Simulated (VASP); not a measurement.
Data:

```xyz
4
Lattice="4.1673 2.0821 2.0821 2.0821 4.1673 2.0821 2.0821 2.0821 4.1673" Properties=species:S:1:pos:R:3 pbc="T T T"
Ni     0.0000     0.0000     0.0000
Ni     4.1658     4.1658     4.1658
O      2.0829     2.0829     2.0829
O      6.2486     6.2486     6.2486
```
Starting moments (μB, in the order of the record's atoms Ni Ni O O): 1.3 -1.3 0.0 0.0.

The numbers are results of PBE GGA with D3 dispersion (Becke-Johnson damping), VASP's PBE PAW potentials (set 64) (plane waves; VASP 6.6.1), not measurements. Numerical set-up: 520 eV cut-off, 10×10×10 Γ-centred mesh, tetrahedra with Blöchl corrections, potentials Ni O.

The cores are frozen, which limits the accuracy of field gradients.

### Question
Give the principal components of the electric field gradient (V/Å²) and the asymmetry η at each nucleus.

### Answer

| atom | Vxx | Vyy | Vzz | η |
|---|---|---|---|---|
| Ni1 | -0.8 | -0.8 | 1.7 | 0.00 |
| Ni2 | -0.8 | -0.8 | 1.7 | 0.00 |
| O3 | 1.6 | 1.6 | -3.1 | 0.00 |
| O4 | 1.6 | 1.6 | -3.1 | 0.00 |

The compound is NiO in the rock salt, AFM-II order structure. It was relaxed first.
